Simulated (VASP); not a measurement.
These are PBEsol GGA, VASP's PBE PAW potentials (set 64) (plane waves; VASP) values and carry that method's errors.

Input for VASP

### KPOINTS
```
Automatic mesh
0
Gamma
5 5 5
0 0 0
```

### INCAR
```
ALGO  =  Normal
EDIFF  =  1E-6
ENCUT  =  400
GGA  =  PS
ISIF  =  2
ISMEAR  =  -1
ISPIN  =  2
LASPH  =  .TRUE.
LCHARG  =  .FALSE.
LMAXMIX  =  4
LORBIT  =  11
LREAL  =  .FALSE.
LWAVE  =  .FALSE.
MAGMOM  =  0.0 0.0 4.0 4.0 4.0
NELM  =  100
PREC  =  Accurate
SIGMA  =  0.1
SYSTEM  =  ZnFe3C
```

File POSCAR:
```
ZnFe3C
1
    3.8969450000     0.0000000000     0.0000000000
    0.0000000000     3.8969450000     0.0000000000
    0.0000000000     0.0000000000     3.8969450000
Zn C Fe
1 1 3
Direct
  0.0034890000  -0.0076740000   0.0061940000
  0.5102380000   0.4888020000   0.4771510000
 -0.0049270000   0.4821010000   0.5084600000
  0.5011120000   0.5076780000   0.0052110000
  0.4900880000   0.0290940000   0.5029830000
```

POTCAR, in this order: Zn C Fe (PBE.64 set). Program: vasp_std.

At this cut-off the stress carries a Pulay error, which pulls relaxed volumes low.

Question: What does the run give for the energy per atom (σ→0), cell moment, pressure, largest force, band gap (on the k-mesh)?

Answer: 
* **energy per atom (σ→0)**: -7.465 eV/atom
* **cell moment**: 4.48 μB
* **band gap (on the k-mesh)**: none (metal, semimetal or under 0.01 eV)
* **pressure**: -20.68 GPa
* **largest force**: 2.090 eV/Å

### OSZICAR
```
...
DAV:  12    -0.374075935287E+02    0.43835E-01   -0.11268E-01 10054   0.513E+00    0.607E-01
DAV:  13    -0.374063557607E+02    0.12378E-02   -0.88458E-03  9170   0.784E-01    0.179E-01
DAV:  14    -0.374063594761E+02   -0.37154E-05   -0.53232E-04  8800   0.253E-01    0.968E-02
DAV:  15    -0.374063612272E+02   -0.17511E-05   -0.91431E-05 10428   0.112E-01    0.460E-02
DAV:  16    -0.374063604346E+02    0.79259E-06   -0.28611E-05 10316   0.633E-02    0.190E-02
DAV:  17    -0.374063617004E+02   -0.12658E-05   -0.74034E-06  7080   0.295E-02    0.139E-02
DAV:  18    -0.374063616408E+02    0.59602E-07   -0.16126E-06  4516   0.154E-02
   1 F= -.37406362E+02 E0= -.37324800E+02  d E =-.163123E+00  mag=     4.4763
```

The structure was generated: ZnFe3C was put into an ordered model structure, which need not be its known phase. The cell was not relaxed at this level, atoms are displaced from their ideal sites. The k-mesh is coarse (spacing up to 0.32 per Å, 2π included), so the numbers may not be converged in it.
